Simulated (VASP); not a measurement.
Method: PBE GGA, VASP's PBE PAW potentials (set 64) (plane waves; VASP).

Input for VASP

INCAR:
```
SYSTEM = Pd
PREC = Accurate; ENCUT = 400; LREAL = F
LASPH = T
EDIFF = 1E-6; NELM = 100; ALGO = Normal
LMAXMIX = 4
ISMEAR = 1; SIGMA = 0.1
GGA = PE
ISIF = 2
LWAVE = F; LCHARG = F
```

File POSCAR:
```
Pd
1
    0.0000000000     1.9839000000     1.9839000000
    1.9839000000     0.0000000000     1.9839000000
    1.9839000000     1.9839000000     0.0000000000
Pd
1
Direct
  0.0000000000   0.0000000000   0.0000000000
```

File KPOINTS:
```
Automatic mesh
0
Gamma
14 14 14
0 0 0
```

POTCAR, in this order: Pd (PBE.64 set). Program: vasp_std.

The run wrote:

OSZICAR:
```
       N       E                     dE             d eps       ncg     rms          rms(c)
DAV:   1     0.314712297835E+02    0.31471E+02   -0.45119E+03  1904   0.824E+02
DAV:   2    -0.515904055278E+01   -0.36630E+02   -0.35309E+02  1985   0.171E+02
DAV:   3    -0.547400569283E+01   -0.31497E+00   -0.31333E+00  2149   0.183E+01
DAV:   4    -0.547557012353E+01   -0.15644E-02   -0.15643E-02  2217   0.123E+00
DAV:   5    -0.547558695585E+01   -0.16832E-04   -0.16833E-04  2156   0.111E-01    0.660E+00
DAV:   6    -0.521379628023E+01    0.26179E+00   -0.13148E+00  1907   0.107E+01    0.325E+00
DAV:   7    -0.520662616678E+01    0.71701E-02   -0.24670E-03  1980   0.556E-01    0.181E+00
DAV:   8    -0.520341441159E+01    0.32118E-02   -0.94492E-04  1974   0.242E-01    0.231E-02
DAV:   9    -0.520342237785E+01   -0.79663E-05   -0.83181E-06  2428   0.293E-02    0.102E-02
DAV:  10    -0.520342481091E+01   -0.24331E-05   -0.11015E-06  2030   0.119E-02    0.141E-03
DAV:  11    -0.520342474705E+01    0.63857E-07   -0.22808E-08  1001   0.136E-03
   1 F= -.52034247E+01 E0= -.52028339E+01  d E =-.177246E-02
```

### OUTCAR
```
------------------------ aborting loop because EDIFF is reached ----------------------------------------
  FORCE on cell =-STRESS in cart. coord.  units (eV):
  Direction    XX          YY          ZZ          XY          YZ          ZX
  --------------------------------------------------------------------------------------
  Total       -0.3445335     -0.3445335     -0.3445335      0.0000000      0.0000000     -0.0000000
  in kB      -35.3470075    -35.3470075    -35.3470075      0.0000000      0.0000000     -0.0000000
  external PRESSURE =     -35.3470075 kB  Pullay stress =       0.0000000 kB
  volume of cell :       15.62
      direct lattice vectors                 reciprocal lattice vectors
     0.000000000  1.983900000  1.983900000    -0.252028832  0.252028832  0.252028832
     1.983900000  0.000000000  1.983900000     0.252028832 -0.252028832  0.252028832
     1.983900000  1.983900000  0.000000000     0.252028832  0.252028832 -0.252028832
 POSITION                                       TOTAL-FORCE (eV/Angst)
 -----------------------------------------------------------------------------------
      0.00000      0.00000      0.00000         0.000000     -0.000000      0.000000
 -----------------------------------------------------------------------------------
    total drift:                                0.000000     -0.000000      0.000000
  FREE ENERGIE OF THE ION-ELECTRON SYSTEM (eV)
  ---------------------------------------------------
  free  energy   TOTEN  =        -5.2034247471 eV

  energy  without entropy=       -5.2016522856  energy(sigma->0) =       -5.20283393
```
(Selected blocks of OUTCAR.)

OUTCAR:
```
 val. band max:        8.8441696233   @ k =   0.3571   0.2857   0.0714

 cond. band min:       8.8555069727   @ k =   0.5000   0.1429   0.0000


 Fermi energy:         8.8504915927

 k-point     1 :       0.0000    0.0000    0.0000
  band No.  band energies     occupation
      1       2.1428      2.00000
      2       6.2653      2.00000
      3       6.2653      2.00000
      4       6.2653      2.00000
      5       7.7327      2.00000
      6       7.7327      2.00000
      7      25.9984      0.00000
      8      30.4521      0.00000
      9      30.4521      0.00000

 k-point     2 :       0.0714    0.0000    0.0000
  band No.  band energies     occupation
      1       2.3187      2.00000
      2       6.2069      2.00000
      3       6.3237      2.00000
      4       6.3237      2.00000
      5       7.7061      2.00000
      6       7.7061      2.00000
      7      26.1571      0.00000
      8      29.2882      0.00000
      9      30.6338      0.00000

 k-point     3 :       0.1429    0.0000    0.0000
  band No.  band energies     occupation
      1       2.8135      2.00000
      2       6.0835      2.00000
      3       6.4586      2.00000
      4       6.4586      2.00000
      5       7.6702      2.00000
      6       7.6702      2.00000
      7      26.1729      0.00000
      8      27.4322      0.00000
      9      31.1166      0.00000

 k-point     4 :       0.2143    0.0000    0.0000
  band No.  band energies     occupation
      1       3.4828      2.00000
      2       6.0801      2.00000
      3       6.5455      2.00000
      4       6.5455      2.00000
      5       7.7533      2.00000
      6       7.7533      2.00000
      7      24.1838      0.00000
      8      27.0865      0.00000
      9      31.6502      0.00000

 k-point     5 :       0.2857    0.0000    0.0000
  band No.  band energies     occupation
      1       3.9674      2.00000
      2       6.4920      2.00000
      3       6.4920      2.00000
...
```

The compound is Pd in the fcc structure. The cell was not relaxed at this level.
